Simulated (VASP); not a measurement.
# Ta2SiO3 (P-1) in VASP: density of states with PBE

Aim: the density of states of Ta2SiO3 with PBE.

Everything below comes from runs of VASP 6.6.1. Logs are shortened: lines on timing, memory, paths and dates and some standing lists are left out, and cuts for length are marked.

### 1 The structure

The typed cell holds 12 atoms: a = 5.030 Å, b = 5.045 Å, c = 6.736 Å, α = 93.39°, β = 91.45°, γ = 91.46°.

The cell was built by a generator and needn't be a form met in nature.

### 2 Density of states, PBE

The input, POSCAR:

```
Ta2SiO3
1.0
    5.0296480000      0.0000000000      0.0000000000
   -0.1282800000      5.0429150000      0.0000000000
   -0.1706150000     -0.4030530000      6.7212720000
Ta Si O
4 2 6
Direct
    0.9735420000      0.2702360000      0.1865180000
    0.4845440000      0.7161270000      0.2056970000
    0.0264580000      0.7297640000      0.8134820000
    0.5154560000      0.2838730000      0.7943030000
    0.2456680000      0.4883960000      0.4924540000
    0.7543320000      0.5116040000      0.5075460000
    0.7104440000      0.0141470000      0.2695090000
    0.2005530000      0.9600510000      0.1415590000
    0.7538190000      0.5289120000      0.0174680000
    0.2895560000      0.9858530000      0.7304910000
    0.7994470000      0.0399490000      0.8584410000
    0.2461810000      0.4710880000      0.9825320000
```

The input, INCAR.step1:

```
SYSTEM = Ta2SiO3
ALGO = Normal ; EDIFF = 1E-6
ENCUT = 520 ; GGA = PE
ISIF = 2 ; ISMEAR = 0
KPAR = 4 ; LASPH = .True.
LCHARG = .True. ; LMAXMIX = 4
LREAL = .False. ; LWAVE = .False.
NELM = 100 ; PREC = Accurate
SIGMA = 0.1
```

The input, KPOINTS.step1:

```
k-points
0
Gamma
  6 6 6
  0 0 0
```

The input, INCAR.step2:

```
SYSTEM = Ta2SiO3
ALGO = Normal ; EDIFF = 1E-6
ENCUT = 520 ; GGA = PE
ICHARG = 11 ; ISIF = 2
ISMEAR = -5 ; KPAR = 4
LASPH = .True. ; LCHARG = .False.
LMAXMIX = 4 ; LORBIT = 10
LREAL = .False. ; LWAVE = .False.
NEDOS = 2001 ; NELM = 100
PREC = Accurate ; SIGMA = 0.1
```

The input, KPOINTS.step2:

```
k-points
0
Gamma
  9 9 9
  0 0 0
```

Potentials or basis: VASP PAW PBE potentials, release 64 (Ta_pv, Si, O).

The run is started by

```
> cat potpaw_PBE.64/Ta_pv/POTCAR potpaw_PBE.64/Si/POTCAR potpaw_PBE.64/O/POTCAR > POTCAR
> cp INCAR.step1 INCAR
> cp KPOINTS.step1 KPOINTS
> mpirun -np 4 vasp_std > vasp.out
> cp INCAR.step2 INCAR
> cp KPOINTS.step2 KPOINTS
> mpirun -np 4 vasp_std > vasp.out
```

OUTCAR:

```text
SYSTEM = Ta2SiO3
   EDIFF = 1E-6
   ENCUT = 520
   GGA = PE
   ICHARG = 11
   ISIF = 2
   ISMEAR = -5
   LASPH = .True.
   LORBIT = 10
   LREAL = .False.
   NELM = 100
   PREC = Accurate

 ion  position               nearest neighbor table
   1  0.974  0.270  0.187-   7 1.94   8 1.97   9 2.10  12 2.23  11 2.56   5 2.62   6 2.69   2 3.37
                             2 3.37   4 3.47   3 3.53
   2  0.485  0.716  0.206-   7 1.88   8 1.97   9 2.08  12 2.20   5 2.61   6 2.69   1 3.37   1 3.37
                             4 3.43   3 3.47
   3  0.026  0.730  0.813-  10 1.94  11 1.97  12 2.10   9 2.23   8 2.56   6 2.62   5 2.69   4 3.37
                             4 3.37   2 3.47   1 3.53
   4  0.515  0.284  0.794-  10 1.88  11 1.97  12 2.08   9 2.20   6 2.61   5 2.69   3 3.37   3 3.37
                             2 3.43   1 3.47
   5  0.246  0.488  0.492-   6 2.48   6 2.56   2 2.61   1 2.62   4 2.69   3 2.69
   6  0.754  0.512  0.508-   5 2.48   5 2.56   4 2.61   3 2.62   2 2.69   1 2.69
   7  0.710  0.014  0.270-   2 1.88   1 1.94
   8  0.201  0.960  0.142-   2 1.97   1 1.97   3 2.56
   9  0.754  0.529  0.017-   2 2.08   1 2.10   4 2.20   3 2.23
  10  0.290  0.986  0.730-   4 1.88   3 1.94
  11  0.799  0.040  0.858-   4 1.97   3 1.97   1 2.56
  12  0.246  0.471  0.983-   4 2.08   3 2.10   2 2.20   1 2.23

  LATTYP: Found a triclinic cell.
 ALAT       =     7.0323822399
 B/A-ratio  =     0.7152125451
 C/A-ratio  =     1.2301339364
 COS(alpha) =     0.0048937829
 COS(beta)  =     0.4548501597
 COS(gamma) =     0.6969712158

  Lattice vectors:

 A1 = (   4.9013680000,   5.0429150000,   0.0000000000)
 A2 = (   5.0296480000,   0.0000000000,   0.0000000000)
 A3 = (   0.0423350000,   5.4459680000,  -6.7212720000)

Analysis of symmetry for initial positions (statically):
=====================================================================
 Subroutine PRICEL returns:
 Original cell was already a primitive cell.

 Routine SETGRP: Setting up the symmetry group for a
 triclinic supercell.

 Subroutine GETGRP returns: Found  2 space group operations
 (whereof  2 operations were pure point group operations)
 out of a pool of  2 trial point group operations.

The static configuration has the point symmetry S_2 .

Analysis of symmetry for dynamics (positions and initial velocities):
=====================================================================
 Subroutine PRICEL returns:
 Original cell was already a primitive cell.

 Routine SETGRP: Setting up the symmetry group for a
 triclinic supercell.

 Subroutine GETGRP returns: Found  2 space group operations
 (whereof  2 operations were pure point group operations)
 out of a pool of  2 trial point group operations.

The dynamic configuration has the point symmetry S_2 .

 Subroutine INISYM returns: Found  2 space group operations
 (whereof  2 operations are pure point group operations),
 and found     1 'primitive' translations

----------------------------------------------------------------------------------------

                                     Primitive cell

  volume of cell :     170.4789

  direct lattice vectors                    reciprocal lattice vectors
     5.029648000  0.000000000  0.000000000     0.198821071  0.005057544  0.005350225
    -0.128280000  5.042915000  0.000000000     0.000000000  0.198298008  0.011891292
    -0.170615000 -0.403053000  6.721272000     0.000000000  0.000000000  0.148781362

  length of vectors
     5.029648000  5.044546308  6.735507293     0.198957337  0.198654229  0.148781362

  position of ions in fractional coordinates (direct lattice)
     0.973542000  0.270236000  0.186518000
     0.484544000  0.716127000  0.205697000
     0.026458000  0.729764000  0.813482000
     0.515456000  0.283873000  0.794303000
     0.245668000  0.488396000  0.492454000
     0.754332000  0.511604000  0.507546000
     0.710444000  0.014147000  0.269509000
     0.200553000  0.960051000  0.141559000
     0.753819000  0.528912000  0.017468000
     0.289556000  0.985853000  0.730491000
     0.799447000  0.039949000  0.858441000
     0.246181000  0.471088000  0.982532000

  ion indices of the primitive-cell ions
   primitive index   ion index
                 1           1
                 2           2
                 3           3
                 4           4
                 5           5
                 6           6
                 7           7
                 8           8
                 9           9
                10          10
                11          11
                12          12

----------------------------------------------------------------------------------------

 KPOINTS: k-points

Automatic generation of k-mesh.
 Grid dimensions read from file:
 generate k-points for:    9    9    9

 Generating k-lattice:

  Cartesian coordinates                     Fractional coordinates (reciprocal lattice)
     0.022091230  0.000561949  0.000594469     0.111111111 -0.000000000 -0.000000000
     0.000000000  0.022033112  0.001321255     0.000000000  0.111111111  0.000000000
     0.000000000  0.000000000  0.016531262     0.000000000  0.000000000  0.111111111

  Length of vectors
     0.022106371  0.022072692  0.016531262

  Shift w.r.t. Gamma in fractional coordinates (k-lattice)
     0.000000000  0.000000000  0.000000000

 TETIRR: Found   2184 inequivalent tetrahedra from     4374

 Subroutine IBZKPT returns following result:
 ===========================================

 Found    365 irreducible k-points:

 Following reciprocal coordinates:
            Coordinates               Weight
  0.000000  0.000000  0.000000      1.000000
  0.111111 -0.000000  0.000000      2.000000
  0.222222 -0.000000  0.000000      2.000000
  0.333333 -0.000000  0.000000      2.000000
  0.444444 -0.000000  0.000000      2.000000
  0.000000  0.111111  0.000000      2.000000
[... 16 lines left out ...]
 -0.111111  0.222222 -0.000000      2.000000
  0.000000  0.333333 -0.000000      2.000000
 [... further k-points ...]
   k-points           NKPTS =    365   k-points in BZ     NKDIM =    365   number of bands    NBANDS=     52
   number of dos      NEDOS =   2001   number of ions     NIONS =     12
   total plane-waves  NPLWV =  80000
   dimension x,y,z NGX =    40 NGY =   40 NGZ =   50
   dimension x,y,z NGXF=    80 NGYF=   80 NGZF=  100
   ions per type =               4   2   6
   NGX,Y,Z   is equivalent  to a cutoff of  13.22, 13.18, 12.34 a.u.
   NGXF,Y,Z  is equivalent  to a cutoff of  26.44, 26.36, 24.68 a.u.
 SYSTEM =  Ta2SiO3
   PREC   = accura    normal or accurate (medium, high low for compatibility)
   ISTART =      0    job   : 0-new  1-cont  2-samecut
   ICHARG =     11    charge: 1-file 2-atom 10-const
   ISPIN  =      1    spin polarized calculation?
   LNONCOLLINEAR =      F non collinear calculations
   LSORBIT =      F    spin-orbit coupling
   LASPH  =      T    aspherical Exc in radial PAW
   ENCUT  =  520.0 eV  38.22 Ry    6.18 a.u.   9.35  9.38 12.52*2*pi/ulx,y,z
   NELM   =    100;   NELMIN=  2; NELMDL=  0     # of ELM steps
   EDIFF  = 0.1E-05   stopping-criterion for ELM
   LREAL  =      F    real-space projection
   EDIFFG = 0.1E-04   stopping-criterion for IOM
   NSW    =      0    number of steps for IOM
   IBRION =     -1    ionic relax: 0-MD 1-quasi-New 2-CG
   NFREE  =      0    steps in history (QN), initial steepest desc. (CG)
   ISIF   =      2    stress and relaxation
   ISYM   =      2    0-nonsym 1-usesym 2-fastsym
   POTIM  = 0.5000    time-step for ionic-motion
   TEBEG  =    0.0;   TEEND  =   0.0 temperature during run
   PSTRESS=    0.0 pullay stress
   NELECT =      88.0000    total number of electrons
   NUPDOWN=      -1.0000    fix difference up-down
   EMIN   =  10.00;   EMAX   =-10.00  energy-range for DOS
   EFERMI =   0.00;   METHOD = LEGACY
   ISMEAR =    -5;   SIGMA  =   0.10  broadening in eV -4-tet -1-fermi 0-gaus
   EFERMI_NEDOS =   21; number of points for ismear=-14 and -15
   IALGO  =     38    algorithm
   IMIX   =      4    mixing-type and parameters
     AMIX     =   0.40;   BMIX     =  1.00
     AMIX_MAG =   1.60;   BMIX_MAG =  1.00
  volume/ion in A,a.u.               =      14.21        95.87
  Fermi-wavevector in a.u.,A,eV,Ry     =   1.313244  2.481672 23.464747  1.724610
  Thomas-Fermi vector in A             =   2.443580
   LORBIT       =     10    0 simple, 1 ext, 2 COOP (PROOUT), +10 PAW based schemes
   GGA     = PE    functional components
   LHFCALC =     F    Hartree Fock is set to
   AEXX    =    0.0000 exact exchange contribution
   IVDW    =     0    specifies the selected vdW correction
   LEPSILON=     F    determine dielectric tensor
   LRPA    =     F    only Hartree local field effects (RPA)
 non-spin polarized calculation
 Fermi weights with tetrahedron method with Bloechl corrections
  energy-cutoff  :      520.00
  volume of cell :      170.48
 maximum number of plane-waves:      4614
 NGX is ok and might be reduce to    40

 number of electron      87.9999992 magnetization

 Free energy of the ion-electron system (eV)
  ---------------------------------------------------
  ext. energy  EPLUGINS =         0.00000000
  ---------------------------------------------------
  free energy    TOTEN  =      -109.34477071 eV

  energy without entropy =     -109.34477071  energy(sigma->0) =     -109.34477071

 E-fermi :   5.4799     XC(G=0): -10.8867

 val. band max:        5.5163397320   @ k =   0.0000   0.0000   0.4444
 cond. band min:       5.4097358795   @ k =  -0.1111  -0.3333   0.1111
 fundamental gap:     -0.1066038525
 Fermi energy:         5.4798782901

 k-point     1 :       0.0000    0.0000    0.0000
  band No.  band energies     occupation
      1     -30.8644      2.00000
      2     -30.7528      2.00000
      3     -30.7237      2.00000
      4     -30.6575      2.00000
      5     -30.6351      2.00000
      6     -30.5927      2.00000
[... 44 lines left out ...]
     51       7.6193      0.00000
     52       7.7806      0.00000

 k-point     2 :       0.1111   -0.0000    0.0000
  band No.  band energies     occupation
      1     -30.8588      2.00000
      2     -30.7494      2.00000
      3     -30.7196      2.00000
      4     -30.6587      2.00000
      5     -30.6343      2.00000
      6     -30.5965      2.00000
[... 44 lines left out ...]
     51       7.6352      0.00000
     52       7.7106      0.00000
[... 1153 lines left out ...]
     51       7.6185      0.00000
     52       7.8409      0.00000

 k-point    24 :       0.0000    0.3333   -0.0000
  band No.  band energies     occupation
      1     -30.8160      2.00000
      2     -30.7427      2.00000
      3     -30.7046      2.00000
      4     -30.6546      2.00000
      5     -30.6451      2.00000
      6     -30.6036      2.00000
[... 44 lines left out ...]
     51       7.9771      0.00000
     52       8.1121      0.00000

 [... further k-points ...]

------------------------ aborting loop because EDIFF is reached ----------------------------------------

  FORCE on cell =-STRESS in cart. coord.  units (eV):
  Direction    XX          YY          ZZ          XY          YZ          ZX
  --------------------------------------------------------------------------------------
  -------------------------------------------------------------------------------------
  Total        0.2173582      0.1142499     -0.1180175      0.0713917      0.0109340     -0.0178204
  in kB        2.0427530      1.0737314     -1.1091402      0.6709461      0.1027592     -0.1674775
  external PRESSURE =       0.6691147 kB  Pullay stress =       0.0000000 kB

 VOLUME and BASIS-vectors are now :
 -----------------------------------------------------------------------------
  energy-cutoff  :      520.00
  volume of cell :      170.48
      direct lattice vectors                 reciprocal lattice vectors
     5.029648000  0.000000000  0.000000000     0.198821071  0.005057544  0.005350225
    -0.128280000  5.042915000  0.000000000     0.000000000  0.198298008  0.011891292
    -0.170615000 -0.403053000  6.721272000     0.000000000  0.000000000  0.148781362

 POSITION                                       TOTAL-FORCE (eV/Angst)
 -----------------------------------------------------------------------------------
      4.83008      1.28760      1.25364         0.008680      0.024993      0.020787
      2.31013      3.52846      1.38255         0.029548     -0.031917      0.008169
     -0.09933      3.35226      5.46763        -0.008680     -0.024993     -0.020787
      2.42063      1.11140      5.33873        -0.029548      0.031917     -0.008169
      1.08895      2.26445      3.30992        -0.005465      0.006651      0.013461
      3.64180      2.37541      3.41135         0.005465     -0.006651     -0.013461
      3.52549     -0.03728      1.81144        -0.005619     -0.002501     -0.009246
      0.86140      4.78440      0.95146        -0.011591      0.010319      0.002414
      3.72062      2.66022      0.11741        -0.003872     -0.006755      0.002583
      1.20527      4.67715      4.90983         0.005619      0.002501      0.009246
      3.86935     -0.14454      5.76982         0.011591     -0.010319     -0.002414
      1.01014      1.97964      6.60386         0.003872      0.006755     -0.002583
 -----------------------------------------------------------------------------------
    total drift:                                0.000000     -0.000000     -0.000000

  FREE ENERGIE OF THE ION-ELECTRON SYSTEM (eV)
  ---------------------------------------------------
  free  energy   TOTEN  =      -109.3447707146 eV

  energy  without entropy=     -109.3447707146  energy(sigma->0) =     -109.34477071

 total charge

# of ion       s       p       d       tot
------------------------------------------
    1        0.315   6.221   2.235   8.771
    2        0.334   6.239   2.286   8.859
    3        0.315   6.221   2.235   8.771
    4        0.334   6.239   2.286   8.859
    5        0.768   0.904   0.000   1.672
    6        0.768   0.904   0.000   1.672
    7        1.577   3.492   0.000   5.069
    8        1.568   3.499   0.000   5.067
    9        1.558   3.524   0.000   5.083
   10        1.577   3.492   0.000   5.069
   11        1.568   3.499   0.000   5.067
   12        1.558   3.524   0.000   5.083
--------------------------------------------------
tot         12.241  47.758   9.041  69.040
```

Wall time 8.3 min (4 MPI ranks of AMD EPYC 9R45 (Zen 5), shared host); peak memory 2 GiB.

What came out:

| Property | Result |
| --- | --- |
| Valence electrons inside the program's atomic spheres | Ta 8.77, 8.86; Si 1.67; O 5.07, 5.08 |

States per cell in windows of 1 eV (zero at the Fermi level; states under -8 eV left out):
```tsv
from (eV)	total	Ta2_d	Ta4_d	Ta1_d	Ta3_d	O7_p	O10_p
-8.0	8.23	0.36	0.36	0.35	0.35	0.31	0.31
-7.0	8.81	0.35	0.35	0.33	0.33	0.86	0.86
-6.0	7.87	0.24	0.24	0.23	0.23	0.89	0.89
-5.0	7.11	0.16	0.16	0.15	0.15	0.72	0.72
-4.0	4.31	0.13	0.13	0.09	0.09	0.34	0.34
-3.0	3.58	0.19	0.19	0.18	0.18	0.13	0.13
-2.0	2.80	0.19	0.19	0.20	0.20	0.08	0.08
-1.0	3.52	0.40	0.40	0.45	0.45	0.04	0.04
0.0	4.59	0.53	0.53	0.71	0.71	0.07	0.07
1.0	6.32	1.00	1.00	0.86	0.86	0.13	0.13
2.0	5.09	0.79	0.79	0.70	0.70	0.15	0.15
3.0	0.00	0.00	0.00	0.00	0.00	0.00	0.00
```

Caveat: tetrahedron occupations give inexact forces and stress in metals.
